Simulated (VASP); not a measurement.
VASP input:

### KPOINTS
```
Automatic
0
gamma
 13 13 13
0 0 0
```

**POSCAR**
```
C
1
    0.0000000000     1.7789220029     1.7789220029
    1.7789220029     0.0000000000     1.7789220029
    1.7789220029     1.7789220029     0.0000000000
C
2
Direct
  0.0000000000   0.0000000000   0.0000000000
  0.2500000000   0.2500000000   0.2500000000
```

### INCAR
```
ALGO  =  Normal
EDIFF  =  1E-6
EDIFFG  =  -0.02
ENCUT  =  620
GGA  =  PE
IBRION  =  2
ISIF  =  3
ISMEAR  =  0
LASPH  =  .TRUE.
LCHARG  =  .FALSE.
LREAL  =  .FALSE.
LWAVE  =  .FALSE.
NELM  =  100
NSW  =  40
PREC  =  Accurate
PSTRESS  =  100
SIGMA  =  0.05
SYSTEM  =  C
```

POTCAR, in this order: C (PBE.64 set). Program: vasp_std.

Problem. Translate this PBE calculation to Ansatz.

Solution. One equivalent input (not run):
Ansatz 0.2 input:
```yaml
crystal:
  lattice:
    - [0.0000000, 1.7789220, 1.7789220]
    - [1.7789220, 0.0000000, 1.7789220]
    - [1.7789220, 1.7789220, 0.0000000]
  atoms:
    - { symbol: C, position: [0.0000000, 0.0000000, 0.0000000] }
    - { symbol: C, position: [0.2500000, 0.2500000, 0.2500000] }
kpoints:
  mp_grid: { grid: [13, 13, 13] }
hamiltonian:
  xc: pbe
  pseudopotentials: { kind: paw }
scf:
  occupations: { method: gaussian, width: 0.05 }
  max_iter: 100
relax:
  max_steps: 40
  f_tol: 0.02
  cell: { p_target: 10 }
output: { forces: true, stress: true, eigenvalues: true }
```
What does not carry over: each code has its own PAW files, so the cut-off isn't converted (ENCUT is set for VASP's; basis.ecutwfc is left out, and Ansatz then takes the one that its files recommend); Ansatz stops its SCF on the density residual and VASP on the energy change (EDIFF).

The compound is C in the diamond structure. This run relaxes it under an external pressure of 10 GPa. Symmetry was kept, so distortions that lower it aren't found.
